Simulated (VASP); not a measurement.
# C (P6_3/mmc) in VASP: notebook, part 2 of 2

VASP 6.6.1.

## (3) Single point, PBE+D4

Input file INCAR:

```
SYSTEM = C
  ALGO = Normal
  EDIFF = 1E-6
  ENCUT = 520
  GGA = PE
  ISIF = 2
  ISMEAR = -1
  IVDW = 13
  LASPH = .True.
  LCHARG = .False.
  LREAL = .False.
  LWAVE = .False.
  NBANDS = 16
  NELM = 100
  PREC = Accurate
  SIGMA = 0.05
```

Input file KPOINTS:

```
k-points
0
Gamma
  16 16 4
  0 0 0
```

Input file POSCAR:

```
C
1.0
    2.4610000000      0.0000000000      0.0000000000
   -1.2305000000      2.1312885187      0.0000000000
    0.0000000000      0.0000000000      6.7080000000
C
4
Direct
    0.0000000000      0.0000000000      0.2500000000
    0.3333333333      0.6666666667      0.2500000000
    0.0000000000      0.0000000000      0.7500000000
    0.6666666667      0.3333333333      0.7500000000
```

Potentials or basis: VASP PAW PBE potentials, release 64 (C).

Launch:

```sh
$ cat potpaw_PBE.64/C/POTCAR > POTCAR
$ mpirun -np 1 vasp_std > vasp.out
```

Wall time 24 s (1 thread of Intel Xeon Platinum 8488C (Sapphire Rapids), shared host); peak memory 0.15 GiB.

Results (log left out):

```
Free energy                : -37.5471 eV
Pressure                   : 0.0 GPa
Band gap on the k mesh     : 0.56 eV, direct
Dispersion energy per atom : -0.176 eV
```

Stress tensor (GPa, compression positive):
```
 0.15  0.00  0.00
 0.00  0.15  0.00
 0.00  0.00 -0.27
```

Levels at points of the mesh, in eV from the valence-band top:
| k point | band 4 | band 5 | band 6 | band 7 | band 8 | band 9 | band 10 | band 11 | band 12 | band 13 |
| --- | --- | --- | --- | --- | --- | --- | --- | --- | --- | --- |
| (0.00, 0.00, 0.00) | -6.35 | -2.79 | -2.79 | -2.77 | -2.77 | 4.50 | 8.58 | 8.58 | 8.63 | 8.63 |
| (0.50, 0.00, 0.00) | -12.97 | -6.20 | -6.15 | -2.55 | -1.86 | 1.74 | 2.42 | 7.48 | 7.88 | 11.51 |
| (0.00, 0.00, 0.50) | -7.43 | -2.78 | -2.78 | -2.78 | -2.78 | 7.14 | 7.14 | 8.61 | 8.61 | 8.61 |
| (0.50, 0.00, 0.50) | -13.02 | -6.18 | -6.18 | -2.14 | -2.14 | 1.88 | 1.88 | 7.68 | 7.68 | 12.82 |

A k mesh can miss the band edges.

## (4) Single point, PBE+TS

Edit INCAR of step 3 so:

```diff
@@ -7,3 +7,3 @@
   ISMEAR = -1
-  IVDW = 13
+  IVDW = 2
   LASPH = .True.
```

KPOINTS is that of step 3.

POSCAR is that of step 3.

Launch:

```sh
$ cat potpaw_PBE.64/C/POTCAR > POTCAR
$ mpirun -np 1 vasp_std > vasp.out
```

Wall time 23 s (1 thread of Intel Xeon Platinum 8488C (Sapphire Rapids), shared host); peak memory 0.16 GiB.

Results (log left out):

* Free energy: -37.4169 eV
* Pressure: -0.3 GPa
* Band gap on the k mesh: 0.56 eV, direct
* Dispersion energy per atom: -0.143 eV

Stress tensor (GPa, compression positive):
```
-0.31  0.00  0.00
 0.00 -0.31  0.00
 0.00  0.00 -0.18
```

Levels at points of the mesh, in eV from the valence-band top:
| k point | band 6 | band 7 | band 8 | band 9 | band 10 | band 11 |
| --- | --- | --- | --- | --- | --- | --- |
| (0.00, 0.00, 0.00) | -2.79 | -2.77 | -2.77 | 4.50 | 8.58 | 8.58 |
| (0.50, 0.00, 0.00) | -6.15 | -2.55 | -1.86 | 1.74 | 2.42 | 7.48 |
| (0.00, 0.00, 0.50) | -2.78 | -2.78 | -2.78 | 7.14 | 7.14 | 8.61 |
| (0.50, 0.00, 0.50) | -6.18 | -2.14 | -2.14 | 1.88 | 1.88 | 7.68 |

## (5) Single point, PBE+MBD

Edit INCAR of step 4 so:

```diff
@@ -7,3 +7,3 @@
   ISMEAR = -1
-  IVDW = 2
+  IVDW = 202
   LASPH = .True.
```

KPOINTS is that of step 4.

POSCAR is that of step 4.

Launch:

```sh
$ cat potpaw_PBE.64/C/POTCAR > POTCAR
$ mpirun -np 1 vasp_std > vasp.out
```

Run time: 55 s. Hardware: 1 thread of Intel Xeon Platinum 8488C (Sapphire Rapids), shared host; peak memory 0.16 GiB.

The run converged. Its results:

```
Free energy                : -37.4309 eV
Pressure                   : 0.7 GPa
Band gap on the k mesh     : 0.56 eV, direct
Dispersion energy per atom : -0.147 eV
```

Levels at points of the mesh, in eV from the valence-band top:
```
           k point  band 5  band 6  band 7  band 8  band 9  band 10  band 11  band 12
(0.00, 0.00, 0.00)   -2.79   -2.79   -2.77   -2.77    4.50     8.58     8.58     8.63
(0.50, 0.00, 0.00)   -6.20   -6.15   -2.55   -1.86    1.74     2.42     7.48     7.88
(0.00, 0.00, 0.50)   -2.78   -2.78   -2.78   -2.78    7.14     7.14     8.61     8.61
(0.50, 0.00, 0.50)   -6.18   -6.18   -2.14   -2.14    1.88     1.88     7.68     7.68
```

A k mesh can miss the band edges.

## (6) Single point, vdW-DF

Input file INCAR:

```
SYSTEM = C
  AGGAC = 0.0
  ALGO = Normal
  EDIFF = 1E-6
  ENCUT = 520
  GGA = RE
  ISIF = 2
  ISMEAR = -1
  LASPH = .True.
  LCHARG = .False.
  LREAL = .False.
  LUSE_VDW = .True.
  LWAVE = .False.
  NBANDS = 16
  NELM = 100
  PREC = Accurate
  SIGMA = 0.05
```

KPOINTS is that of step 5.

POSCAR is that of step 5.

Potentials or basis: VASP PAW PBE potentials, release 64 (C).

Launch:

```sh
$ cat potpaw_PBE.64/C/POTCAR > POTCAR
$ mpirun -np 1 vasp_std > vasp.out
```

OUTCAR:

```text
SYSTEM = C
   EDIFF = 1E-6
   ENCUT = 520
   GGA = RE
   ISIF = 2
   ISMEAR = -1
   LASPH = .True.
   LREAL = .False.
   NELM = 100
   PREC = Accurate

 ion  position               nearest neighbor table
   1  0.000  0.000  0.250-   2 1.42   2 1.42   2 1.42
   2  0.333  0.667  0.250-   1 1.42   1 1.42   1 1.42
   3  0.000  0.000  0.750-   4 1.42   4 1.42   4 1.42
   4  0.667  0.333  0.750-   3 1.42   3 1.42   3 1.42

  LATTYP: Found a hexagonal cell.
 ALAT       =     2.4610000000
 C/A-ratio  =     2.7257212515

  Lattice vectors:

 A1 = (   2.4610000000,   0.0000000000,   0.0000000000)
 A2 = (  -1.2305000000,   2.1312885187,   0.0000000000)
 A3 = (   0.0000000000,   0.0000000000,   6.7080000000)

Analysis of symmetry for initial positions (statically):
=====================================================================
 Subroutine PRICEL returns:
 Original cell was already a primitive cell.

 Routine SETGRP: Setting up the symmetry group for a
 hexagonal supercell.

[... 177 lines left out ...]
 cond. band min:       5.0449144632   @ k =   0.3125   0.3125   0.0000
 fundamental gap:      0.5619733515
 Fermi energy:         4.7610117790

 k-point     1 :       0.0000    0.0000    0.0000
  band No.  band energies     occupation
      1     -14.9677      2.00000
      2     -14.6705      2.00000
      3      -3.7929      2.00000
      4      -1.8375      2.00000
      5       1.5820      2.00000
      6       1.5820      2.00000
[... 433 lines left out ...]
      3      -5.1083      2.00000
      4      -5.0136      2.00000
      5      -3.2031      2.00000
      6      -3.1355      2.00000
[... 8 lines left out ...]
     15      17.2736      0.00000
     16      18.0646      0.00000

 [... further k-points ...]

------------------------ aborting loop because EDIFF is reached ----------------------------------------

  FORCE on cell =-STRESS in cart. coord.  units (eV):
  Direction    XX          YY          ZZ          XY          YZ          ZX
  --------------------------------------------------------------------------------------
  -------------------------------------------------------------------------------------
  Total        1.8717752      1.8717752      0.5521026      0.0000000     -0.0000000      0.0000000
  in kB       85.2348828     85.2348828     25.1410509      0.0000000     -0.0000000      0.0000000
  external PRESSURE =      65.2036055 kB  Pullay stress =       0.0000000 kB

 VOLUME and BASIS-vectors are now :
 -----------------------------------------------------------------------------
  energy-cutoff  :      520.00
  volume of cell :       35.18
      direct lattice vectors                 reciprocal lattice vectors
     2.461000000  0.000000000  0.000000000     0.406338887  0.234599866  0.000000000
    -1.230500000  2.131288519  0.000000000     0.000000000  0.469199731  0.000000000
     0.000000000  0.000000000  6.708000000     0.000000000  0.000000000  0.149075730

 POSITION                                       TOTAL-FORCE (eV/Angst)
 -----------------------------------------------------------------------------------
      0.00000      0.00000      1.67700        -0.000000      0.000000      0.000000
     -0.00000      1.42086      1.67700        -0.000000      0.000000     -0.000000
      0.00000      0.00000      5.03100         0.000000     -0.000000      0.000000
      1.23050      0.71043      5.03100         0.000000     -0.000000      0.000000
 -----------------------------------------------------------------------------------
    total drift:                                0.000000     -0.000000      0.000000

  FREE ENERGIE OF THE ION-ELECTRON SYSTEM (eV)
  ---------------------------------------------------
  free  energy   TOTEN  =       -30.0451171499 eV

  energy  without entropy=      -30.0450764129  energy(sigma->0) =      -30.04509678

Total vdW correction in eV:      2.2260710
```

Run time: 39 s. Hardware: 1 thread of Intel Xeon Platinum 8488C (Sapphire Rapids), shared host; peak memory 0.29 GiB.

What came out:

* Free energy: -30.0451 eV
* Pressure: 6.5 GPa
* Band gap on the k mesh: 0.56 eV, direct

Stress tensor (GPa, compression positive):
```
8.52 0.00 0.00
0.00 8.52 0.00
0.00 0.00 2.51
```

Levels at points of the mesh, in eV from the valence-band top:
```tsv
k point	band 6	band 7	band 8	band 9	band 10	band 11
(0.00, 0.00, 0.00)	-2.90	-2.88	-2.88	4.56	8.65	8.65
(0.50, 0.00, 0.00)	-6.20	-2.54	-1.85	1.78	2.43	7.60
(0.00, 0.00, 0.50)	-2.89	-2.89	-2.89	7.21	7.21	8.67
(0.50, 0.00, 0.50)	-6.23	-2.14	-2.14	1.91	1.91	7.79
```

Caveat: the PAW data sets were made with another functional, which shifts forces and pressure a little. A k mesh can miss the band edges.

## (7) Overview

| level | gap on the mesh (eV) | pressure (GPa) |
| --- | --- | --- |
| PBE+D3(BJ) | 0.56 | 1.9 |
| PBE+D4 | 0.56 | 0.0 |
| PBE+TS | 0.56 | -0.3 |
| PBE+MBD | 0.56 | 0.7 |
| vdW-DF | 0.56 | 6.5 |

Alike in all rows: task single point; potentials or basis VASP PAW PBE potentials, release 64 (C); no spin polarisation; cell as given; k mesh 16 × 16 × 4; cutoff (eV) 520; smearing fermi-dirac 0.05 eV.

On the cell as given the gap runs from 0.56 eV (PBE+D3(BJ)) to 0.56 eV (vdW-DF). The pressure there spans -0.3 GPa (PBE+TS) to 6.5 GPa (vdW-DF); a positive pressure means that this level wants a larger cell, a negative one a smaller.

Caveats: the PAW data sets were made with another functional, which shifts forces and pressure a little (some runs).

Total energies depend on the potentials used, so only differences within one code and one set of settings carry meaning.
